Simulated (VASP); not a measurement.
Input of a VASP 6.6.1 run:

Contents of INCAR:

```
PREC = Accurate
ENCUT = 520
EDIFF = 1E-6
ISMEAR = 0
SIGMA = 0.05
LREAL = False
LASPH = True
NELM = 60
ALGO = Normal
ISIF = 2
LWAVE = False
LCHARG = True
GGA = CA
LELF = True
LVHAR = True
NBANDS = 19
```

KPOINTS

```
Automatic mesh
0
Gamma
  4 4 4
```

Contents of POSCAR:

```
Li3TeCl
1.0
    5.8769852674      0.0000000000      0.0000000000
    0.0000000000      5.8769852674      0.0000000000
    0.0000000000      0.0000000000      5.8769852674
Cl Te Li
1 1 3
Direct
    0.0000000000      0.0000000000      0.0000000000
    0.5000000000      0.5000000000      0.5000000000
    0.5000000000      0.5000000000      0.0000000000
    0.5000000000      0.0000000000      0.5000000000
    0.0000000000      0.5000000000      0.5000000000
```

Potentials or basis: VASP PAW LDA potentials, release 64 (Cl, Te, Li_sv).

Launch:

```sh
$ cat potpaw_LDA.64/Cl/POTCAR potpaw_LDA.64/Te/POTCAR potpaw_LDA.64/Li_sv/POTCAR > POTCAR
$ mpirun -np 1 vasp_std > vasp.out
```

What does it give for the band gap on the k mesh?

2.46 eV, indirect (least direct gap 2.53 eV).

Caveat: spin-orbit coupling is left out, which moves the levels of the heavy elements. A k mesh can miss the band edges.
